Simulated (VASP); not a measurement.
Data:

```yaml
crystal:
  lattice:
    - [4.00960, 0.00000, 0.00000]
    - [-2.00480, 3.47242, 0.00000]
    - [0.00000, 0.00000, 16.91592]
  atoms:
    - { symbol: In, position: [0.33333, 0.66667, 0.16794] }
    - { symbol: In, position: [0.66667, 0.33333, 0.66794] }
    - { symbol: In, position: [0.66667, 0.33333, 0.83206] }
    - { symbol: In, position: [0.33333, 0.66667, 0.33206] }
    - { symbol: Se, position: [0.33333, 0.66667, 0.59236] }
    - { symbol: Se, position: [0.66667, 0.33333, 0.09236] }
    - { symbol: Se, position: [0.66667, 0.33333, 0.40764] }
    - { symbol: Se, position: [0.33333, 0.66667, 0.90764] }
```

All values below come from PBEsol GGA, VASP's PBE PAW potentials (set 64) (plane waves; VASP). Numerical set-up: 400 eV cut-off, 8×8×2 Γ-centred mesh, Gaussian smearing of 0.010 eV, potentials In_d Se.

The dielectric response may not be converged in the k-mesh; for small gaps it tends to come out too large.

Problem. The job: InSe (relaxed from the beta-GaS structure, space group P6_3/mmc), 8 atoms, PBEsol, DFPT for ε, Born charges and Γ modes, 400 eV, 8×8×2 Γ-centred mesh. Roughly how much core time does it take on a busy server core?

Solution. About 60 core-minutes (one run on a shared machine, a rough figure). It had 20 irreducible k-points, 45 bands, up to 4339 plane waves and 258 electronic steps.

The structure was generated: InSe was put into the beta-GaS type (P6_3/mmc), a phase also known from measurement. It was relaxed first, which changed the volume by -16 %.
